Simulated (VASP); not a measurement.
Input for VASP

**INCAR**
```
ALGO = Normal
EDIFF = 1E-7
ENCUT = 520
GGA = PE
ISIF = 2
ISMEAR = -5
IVDW = 13
LASPH = T
LCHARG = T
LEFG = T
LMAXMIX = 6
LORBIT = 11
LREAL = F
LWAVE = F
NEDOS = 601
NELM = 100
PREC = Accurate
SYSTEM = HfO2
```

### POSCAR
```
HfO2
1
    0.0000000000     2.5249444692     2.5249444692
    2.5249444692     0.0000000000     2.5249444692
    2.5249444692     2.5249444692     0.0000000000
Hf O
1 2
Direct
  0.0000000000   0.0000000000   0.0000000000
  0.2500000000   0.2500000000   0.2500000000
  0.7500000000   0.7500000000   0.7500000000
```

### KPOINTS
```
Automatic mesh
0
Gamma
9 9 9
0 0 0
```

POTCAR, in this order: Hf_pv O (PBE.64 set). Program: vasp_std.

**Question.** Write an equivalent input for Ansatz.

**Answer.** One equivalent input (not run):
Ansatz 0.2 input:
```yaml
crystal:
  lattice:
    - [0.0000000, 2.5249445, 2.5249445]
    - [2.5249445, 0.0000000, 2.5249445]
    - [2.5249445, 2.5249445, 0.0000000]
  atoms:
    - { symbol: Hf, position: [0.0000000, 0.0000000, 0.0000000] }
    - { symbol: O, position: [0.2500000, 0.2500000, 0.2500000] }
    - { symbol: O, position: [0.7500000, 0.7500000, 0.7500000] }
kpoints:
  mp_grid: { grid: [9, 9, 9] }
hamiltonian:
  xc: pbe
  dispersion: d4
  pseudopotentials: { kind: paw }
scf:
  occupations: { method: tetrahedron }
  max_iter: 100
output: { forces: true, stress: true, eigenvalues: true }
```
The two are equivalent in intent, not identical: each code has its own PAW files, so the cut-off isn't converted (ENCUT is set for VASP's; basis.ecutwfc is left out, and Ansatz then takes the one that its files recommend); Ansatz stops its SCF on the density residual and VASP on the energy change (EDIFF); the field gradients of LEFG aren't asked of the other code.

The compound is HfO2 in the fluorite structure, the high-temperature cubic form, which is unstable at 0 K; the monoclinic form is the stable one. It was relaxed first.
